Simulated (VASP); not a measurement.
An input for Ansatz (written as the equivalent of a VASP run, and not itself run):

Ansatz 0.2 input:
```yaml
crystal:
  lattice:
    - [0.0000000, 2.8674200, 2.8674200]
    - [2.8674200, 0.0000000, 2.8674200]
    - [2.8674200, 2.8674200, 0.0000000]
  atoms:
    - { symbol: Be, position: [0.0000000, 0.0000000, 0.0000000] }
    - { symbol: Te, position: [0.7500000, 0.7500000, 0.7500000] }
kpoints:
  mp_grid: { grid: [8, 8, 8] }
hamiltonian:
  xc: pbe
  pseudopotentials: { kind: paw }
scf:
  occupations: { method: gaussian, width: 0.01 }
  max_iter: 100
output: { forces: true, stress: true, eigenvalues: true }
```

Write the VASP files for the same calculation (PBE).

Several could match; the one computed here: 
### POSCAR
```
BeTe
1
    0.0000000000     2.8674200000     2.8674200000
    2.8674200000     0.0000000000     2.8674200000
    2.8674200000     2.8674200000     0.0000000000
Be Te
1 1
Direct
  0.0000000000   0.0000000000   0.0000000000
  0.7500000000   0.7500000000   0.7500000000
```

**KPOINTS**
```
kpoints
0
gamma
 8 8 8
0 0 0
```

### INCAR
```
ALGO = Normal
EDIFF = 1E-6
ENCUT = 300
GGA = PE
ISIF = 2
ISMEAR = 0
LASPH = .TRUE.
LCHARG = .FALSE.
LMAXMIX = 4
LREAL = .FALSE.
LWAVE = .FALSE.
NELM = 100
PREC = Accurate
SIGMA = 0.01
SYSTEM = BeTe
```

POTCAR, in this order: Be Te (PBE.64 set). Program: vasp_std.

What does not carry over: each code has its own PAW files, so the cut-off isn't converted (ENCUT is set for VASP's; basis.ecutwfc is left out, and Ansatz then takes the one that its files recommend); Ansatz stops its SCF on the density residual and VASP on the energy change (EDIFF).

The structure comes from a computed database's BeTe entry; how it stands against other phases isn't given here. The cell was not relaxed at this level.
